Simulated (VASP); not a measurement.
Wanted: the native input for a VASP 6.6.1 run.

* Task: relaxation of cell and atoms
* Functional: PBE
* Dispersion: D3(BJ)
* Potentials or basis: VASP PAW PBE potentials, release 64 (Re)
* Cutoff: 600 eV
* k mesh: 15 × 15 × 8
* Occupations: methfessel-paxton, width 0.1 eV
* Spin: no spin polarisation
* Further INCAR settings: ALGO = Normal; EDIFF = 1e-07; IBRION = 2; EDIFFG = -0.005; NSW = 90; ISIF = 3

The structure of Re lies in POSCAR:

```
Re                                      
1.0
    2.7536844810      0.0000000000     -0.0000000000
   -1.3768422405      2.3847607146      0.0000000000
   -0.0000000000     -0.0000000000      4.4619321181
  Re            
     2
Direct
     0.3333333332999970    0.6666666667000030    0.2500000000000000
     0.6666666667000030    0.3333333332999970    0.7500000000000000
```

One way to write it, as run:

INCAR

```
SYSTEM = Re
PREC     = Accurate       ! precision mode
ENCUT    = 600            ! plane-wave cutoff, eV
EDIFF    = 1E-7           ! SCF threshold, eV
ISMEAR   = 1              ! smearing method
SIGMA    = 0.1            ! smearing width, eV
LREAL    = .FALSE.        ! projectors in reciprocal space
LASPH    = .TRUE.         ! aspherical terms in the spheres
NELM     = 80             ! most SCF steps
ALGO     = Normal         ! electronic algorithm
ISIF     = 3              ! what is computed and relaxed
LWAVE    = .FALSE.        ! write WAVECAR
LCHARG   = .FALSE.        ! write CHGCAR
GGA      = PE             ! functional
IVDW     = 12             ! dispersion correction
IBRION   = 2              ! ionic algorithm
NSW      = 90             ! ionic steps
EDIFFG   = -0.005         ! ionic threshold
```

KPOINTS

```
Automatic mesh
0
G
  15 15 8
  0 0 0
```

Potentials or basis: VASP PAW PBE potentials, release 64 (Re).

Command:

```sh
$ cat potpaw_PBE.64/Re/POTCAR > POTCAR
$ mpirun -np 1 vasp_std > vasp.out
```

Results of the run:

```yaml
Relaxed_volume: 14.65 Å³/atom
Relaxed_cell: a = 2.754 Å, b = 2.754 Å, c = 4.462 Å, α = 90.00°, β = 90.00°, γ = 120.00°
Space_group_after_relaxing_to_0.05_Å: P6_3/mmc (No. 194)
Energy_gained_by_relaxing: 0.0 meV/atom
Ionic_steps: 3
Pressure_after_relaxing: 0.0 GPa
Band_gap_on_the_k_mesh: none (metal or under the smearing width)
Dispersion_energy_per_atom: -0.658 eV
```

Caveat: pairwise dispersion overbinds metals, which lowers pressure and volume.

It took 100 s on 1 thread of Intel(R) Xeon(R) Platinum 8175M CPU @ 2.50GHz (Skylake/Cascade Lake), on a shared host, peak memory 0.21 GiB.
